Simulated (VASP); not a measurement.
Here is the system:

```
MnS
1.0
    3.92897     0.00000     0.00000
   -1.96448     3.40259     0.00000
    0.00000     0.00000     6.32616
Mn S
2 2
Cartesian
  1.96449   1.13419   0.01344
  0.00000   2.26839   3.17652
  1.96449   1.13419   3.94167
  0.00000   2.26839   0.77859
```
Starting moments (μB, in the order of the record's atoms Mn Mn S S): 4.3 4.3 0.1 0.1.

Level of theory: PBEsol GGA, VASP's PBE PAW potentials (set 64) (plane waves; VASP). Settings: 400 eV cut-off, 10×10×6 Γ-centred mesh, tetrahedra with Blöchl corrections, potentials Mn_pv S.

The cores are frozen, which limits the accuracy of field gradients. The moments were started parallel, and other spin orders were not tried in this run.

Q: Give the principal components of the electric field gradient (V/Å²) and the asymmetry η at each nucleus.

A: 
```tsv
atom	Vxx	Vyy	Vzz	η
Mn1	0.0	0.0	0.0	-
Mn2	0.0	0.0	0.0	-
S3	1.2	1.2	-2.4	0.00
S4	1.2	1.2	-2.4	0.00
```

The structure was generated: MnS was put into the wurtzite type (P6_3mc), which need not be its known phase. It was relaxed first, which changed the volume by -5 %.
